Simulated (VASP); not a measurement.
# SrSi3Au: convergence with the k-mesh and plane-wave cutoff, part 3 of 3

How sensitive are energy, pressure and forces of SrSi3Au to the k-mesh and plane-wave cutoff? The series runs use r2SCAN. The start is a computed cell from the Materials Project.

VASP 6.6.1; r2SCAN; plane waves and PAW (Sr_sv, Si, Au).

Still holding for the runs below: This run has no spin polarisation. Its electron count is odd, so without a moment it is a metal by construction.

So far. Step 14 (Plane-wave cutoff: ENCUT = 280): Against the run before the energy moves by -3.44 meV an atom and the pressure by +0.21 GPa, after 14 cycles in 23 s.

## (15) Plane-wave cutoff: ENCUT = 320

File INCAR:

```
SYSTEM = SrSi3Au
PREC = Accurate
ENCUT = 320
EDIFF = 1E-06
NELM = 100
ISMEAR = -1
SIGMA = 0.05
LREAL = .FALSE.
ALGO = Normal
METAGGA = R2SCAN
LASPH = .TRUE.
NBANDS = 22
LORBIT = 11
LWAVE = .FALSE.
LCHARG = .FALSE.
KPAR = 4
ISIF = 2
```

File POSCAR:

```
SrSi3Au
1.0
   -4.4276204000      0.0000000000      0.0000000000
    0.0000000000      4.4276204000      0.0000000000
    2.2138102000     -2.2138102000     -4.9548504900
Sr Si Au
1 3 1
Direct
    0.0009281100      0.0009281100      0.0018562200
    0.6214614000      0.6214614000      0.2429228000
    0.2441726600      0.7441726600      0.4883453200
    0.7441726600      0.2441726600      0.4883453200
    0.3667641600      0.3667641600      0.7335283200
```

File KPOINTS:

```
Automatic mesh
0
Gamma
7 7 7
0 0 0
```

Potentials, in the order of the species: Sr_sv, Si and Au (PBE family, release 64).

On the command line:

```sh
$ mpirun -np 4 vasp_std
```

Output:

```text
[... set-up lines as in an earlier step ...]
 entering main loop
       N       E                     dE             d eps       ncg     rms          rms(c)
DAV:   1     0.274375414954E+02    0.27438E+02   -0.11493E+04  1760   0.941E+02
DAV:   2    -0.982550917546E+02   -0.12569E+03   -0.11986E+03  2068   0.208E+02
DAV:   3    -0.104306306689E+03   -0.60512E+01   -0.59494E+01  2786   0.393E+01
DAV:   4    -0.104496993535E+03   -0.19069E+00   -0.19030E+00  2444   0.641E+00
[...]
DAV:  12    -0.939218612310E+02   -0.59401E-05   -0.77721E-05  2304   0.614E-02    0.220E-02
DAV:  13    -0.939218639425E+02   -0.27115E-05   -0.81362E-06  2114   0.190E-02    0.115E-02
DAV:  14    -0.939218641982E+02   -0.25566E-06   -0.48095E-07  1414   0.373E-03
   1 F= -.93921864E+02 E0= -.93918171E+02  d E =-.738715E-02
```

Elapsed: 37 s, on 4 MPI ranks of Intel Xeon Platinum 8488C (Sapphire Rapids), shared host; peak memory 0.76 GiB; 2.2 min of CPU time.

OUTCAR, selected parts (step 15):

```text
  Total       -0.2086403     -0.2086403      0.0019688      0.0000000      0.0000000      0.0000000
  in kB       -3.4414176     -3.4414176      0.0324749      0.0000000      0.0000000      0.0000000
  external PRESSURE =      -2.2834534 kB  Pullay stress =       0.0000000 kB

 POSITION                                       TOTAL-FORCE (eV/Angst)
 -----------------------------------------------------------------------------------
      0.00000     -0.00000     -0.00920         0.000000     -0.000000      0.010963
     -2.21381      2.21381     -1.20365        -0.000000      0.000000     -0.060341
      0.00000      2.21381     -2.41968         0.000000     -0.000000      0.004118
     -2.21381     -0.00000     -2.41968         0.000000     -0.000000      0.004118
     -0.00000      0.00000     -3.63452        -0.000000      0.000000      0.041142
 -----------------------------------------------------------------------------------
    total drift:                                0.000960     -0.000960      0.000386

  FREE ENERGIE OF THE ION-ELECTRON SYSTEM (eV)
  ---------------------------------------------------
  free  energy   TOTEN  =       -93.9218641982 eV

  energy  without entropy=      -93.9144770503  energy(sigma->0) =      -93.91817062

[... 1 part as in an earlier step ...]

[... 2 further parts left out ...]
[key lines of the parts left out:]
E-fermi :   7.1854
```

Against the run before the energy moves by -0.47 meV an atom and the pressure by +0.02 GPa, after 14 cycles in 37 s.

## (16) Plane-wave cutoff: ENCUT = 390

INCAR, as its differences from that of step 15:

```diff
@@ -2,3 +2,3 @@
 PREC = Accurate
-ENCUT = 320
+ENCUT = 390
 EDIFF = 1E-06
```

POSCAR is that of step 15.

KPOINTS is that of step 15.

On the command line:

```sh
$ mpirun -np 4 vasp_std
```

Output:

```text
[... set-up lines as in an earlier step ...]
 entering main loop
       N       E                     dE             d eps       ncg     rms          rms(c)
DAV:   1     0.395218823941E+02    0.39522E+02   -0.12916E+04  1760   0.110E+03
DAV:   2    -0.978598642019E+02   -0.13738E+03   -0.13104E+03  2086   0.226E+02
DAV:   3    -0.104297189220E+03   -0.64373E+01   -0.62801E+01  2702   0.415E+01
DAV:   4    -0.104496696899E+03   -0.19951E+00   -0.19885E+00  2434   0.675E+00
[...]
DAV:  12    -0.939205437082E+02   -0.55361E-05   -0.76498E-05  2290   0.614E-02    0.216E-02
DAV:  13    -0.939205461333E+02   -0.24251E-05   -0.80639E-06  2122   0.193E-02    0.115E-02
DAV:  14    -0.939205464013E+02   -0.26794E-06   -0.46139E-07  1390   0.375E-03
   1 F= -.93920546E+02 E0= -.93916853E+02  d E =-.738611E-02
```

The job ended after 53 s (4 MPI ranks; peak memory 0.88 GiB; 3.1 min of CPU time).

OUTCAR, selected parts (step 16):

```text
  Total       -0.1069529     -0.1069529      0.1048742      0.0000000      0.0000000      0.0000000
  in kB       -1.7641354     -1.7641354      1.7298480      0.0000000      0.0000000      0.0000000
  external PRESSURE =      -0.5994743 kB  Pullay stress =       0.0000000 kB

 POSITION                                       TOTAL-FORCE (eV/Angst)
 -----------------------------------------------------------------------------------
      0.00000     -0.00000     -0.00920        -0.000000      0.000000      0.010088
     -2.21381      2.21381     -1.20365        -0.000000      0.000000     -0.061214
      0.00000      2.21381     -2.41968        -0.000000      0.000000      0.003938
     -2.21381     -0.00000     -2.41968        -0.000000      0.000000      0.003938
     -0.00000      0.00000     -3.63452         0.000000     -0.000000      0.043249
 -----------------------------------------------------------------------------------
    total drift:                               -0.000148      0.000148      0.000277

  FREE ENERGIE OF THE ION-ELECTRON SYSTEM (eV)
  ---------------------------------------------------
  free  energy   TOTEN  =       -93.9205464013 eV

  energy  without entropy=      -93.9131602959  energy(sigma->0) =      -93.91685335

[... 1 part as in an earlier step ...]

[... 2 further parts left out ...]
[key lines of the parts left out:]
E-fermi :   7.1842
```

Against the run before the energy moves by +0.26 meV an atom and the pressure by +0.17 GPa, after 14 cycles in 53 s.

## (17) Plane-wave cutoff: ENCUT = 490

INCAR, as its differences from that of step 16:

```diff
@@ -2,3 +2,3 @@
 PREC = Accurate
-ENCUT = 390
+ENCUT = 490
 EDIFF = 1E-06
```

POSCAR is that of step 16.

KPOINTS is that of step 16.

On the command line:

```sh
$ mpirun -np 4 vasp_std
```

Output:

```text
[... set-up lines as in an earlier step ...]
 entering main loop
       N       E                     dE             d eps       ncg     rms          rms(c)
DAV:   1     0.635565981663E+02    0.63557E+02   -0.14877E+04  1760   0.132E+03
DAV:   2    -0.960345504600E+02   -0.15959E+03   -0.15130E+03  2044   0.252E+02
DAV:   3    -0.104237407390E+03   -0.82029E+01   -0.80681E+01  2752   0.477E+01
DAV:   4    -0.104494794020E+03   -0.25739E+00   -0.25666E+00  2486   0.774E+00
[...]
DAV:  12    -0.939232997202E+02   -0.42213E-05   -0.76877E-05  2312   0.626E-02    0.215E-02
DAV:  13    -0.939233018436E+02   -0.21234E-05   -0.84262E-06  2128   0.205E-02    0.116E-02
DAV:  14    -0.939233021248E+02   -0.28120E-06   -0.44752E-07  1414   0.390E-03
   1 F= -.93923302E+02 E0= -.93919609E+02  d E =-.738724E-02
```

The job ended after 48 s (4 MPI ranks; peak memory 1 GiB).

Parts of OUTCAR (step 17):

```text
  Total       -0.0897551     -0.0897551      0.1199888      0.0000000      0.0000000      0.0000000
  in kB       -1.4804661     -1.4804661      1.9791564      0.0000000      0.0000000      0.0000000
  external PRESSURE =      -0.3272586 kB  Pullay stress =       0.0000000 kB

 POSITION                                       TOTAL-FORCE (eV/Angst)
 -----------------------------------------------------------------------------------
      0.00000     -0.00000     -0.00920        -0.000000      0.000000      0.010093
     -2.21381      2.21381     -1.20365         0.000000     -0.000000     -0.061368
      0.00000      2.21381     -2.41968        -0.000000      0.000000      0.003637
     -2.21381     -0.00000     -2.41968        -0.000000      0.000000      0.003637
     -0.00000      0.00000     -3.63452        -0.000000      0.000000      0.044001
 -----------------------------------------------------------------------------------
    total drift:                               -0.000481      0.000481      0.000064

  FREE ENERGIE OF THE ION-ELECTRON SYSTEM (eV)
  ---------------------------------------------------
  free  energy   TOTEN  =       -93.9233021248 eV

  energy  without entropy=      -93.9159148839  energy(sigma->0) =      -93.91960850

[... 1 part as in an earlier step ...]

[... 2 further parts left out ...]
[key lines of the parts left out:]
E-fermi :   7.1841
```

Against the run before the energy moves by -0.55 meV an atom and the pressure by +0.03 GPa, after 14 cycles in 48 s.

## (18) The plane-wave cutoff series as a table

This step: convergence of r2SCAN results with the cutoff; plane waves and PAW (VASP 6.6.1).

No new run; the numbers come from the runs before.

Differences are taken from the run with ENCUT = 490. Results of the series, by row:

```csv
setting,status,energy less the reference (meV/atom),pressure (GPa),largest force difference (meV/Å),SCF cycles,wall time (s)
ENCUT = 150,converged,206.3,-45.11,210.1,13,12.8
ENCUT = 180,converged,67.62,-13.58,84.59,13,16.4
ENCUT = 220,converged,20.43,-2.108,22.3,14,17.8
ENCUT = 250,converged,4.197,-0.4626,6.059,14,21
ENCUT = 280,converged,0.7584,-0.2514,2.596,14,23
ENCUT = 320,converged,0.2876,-0.2283,2.859,14,37
ENCUT = 390,converged,0.551,-0.05995,0.752,14,53
ENCUT = 490,converged,0,-0.03273,0,14,48
```

## (19) Summary of results

| Item | Value |
| --- | --- |
| k-mesh from which the energy stays within 10 meV/atom of the reference | 7 7 7 |
| k-mesh from which the energy stays within 1 meV/atom of the reference | none before the reference itself |
| k-mesh from which the pressure stays within 0.2 GPa of the reference | 4 4 4 |
| spread of the pressure over the k-mesh | 2.15 GPa |
| spread of the energy over the k-mesh | 39.1 meV/atom |
| plane-wave cutoff from which the energy stays within 10 meV/atom of the reference | ENCUT = 250 |
| plane-wave cutoff from which the energy stays within 1 meV/atom of the reference | ENCUT = 280 |
| plane-wave cutoff from which the pressure stays within 0.2 GPa of the reference | ENCUT = 320 |
| spread of the pressure over the plane-wave cutoff | 45.1 GPa |
| spread of the energy over the plane-wave cutoff | 206 meV/atom |

What this shows: No run before the reference (10 10 10) settles within 1 meV an atom of it; the nearest step is off by -5.5 meV an atom, +0.03 GPa, 93.0 meV/Å in forces. The pressure holds within 0.2 GPa from 4 4 4 on. The energy swings above and below the reference, since the sum over k-points is not variational. A metal's Fermi surface slows this convergence. From ENCUT = 280 on, the energy stays within 1 meV an atom of the reference, at 48 % of its time. The pressure holds within 0.2 GPa from ENCUT = 320 on. These cutoffs are 0.6 to 2 times the default of the data sets, about 250 eV; at the default the run is off by +4.2 meV an atom, -0.43 GPa, 6.1 meV/Å in forces, and at 1.3 times by +0.3 meV an atom, -0.20 GPa, 2.9 meV/Å in forces. Energy differences between like cells converge faster than these totals. Differences are taken from the run with 10 10 10, which is itself not the exact limit. The run at 2 2 2 is over 30 meV an atom or 2 GPa off and describes the material poorly. The runs at ENCUT = 150; ENCUT = 180; ENCUT = 220 are over 30 meV an atom or 2 GPa off and describe the material poorly.

[Lines on the potential files, build, host, timing and source positions are cut from VASP's logs without a mark.]

[Logs are printed without paths, hosts, clocks, repeated set-up lines and the standing remarks that a program may print on its own settings, such as how far it seeks lower states.]

[Hosts, paths, dates, database ids (printed as entryN), source tags and the programs' standing remarks are cut or masked in the printed files.]

[A measured line is paired with the nearest computed mode of its activity, which favours agreement.]
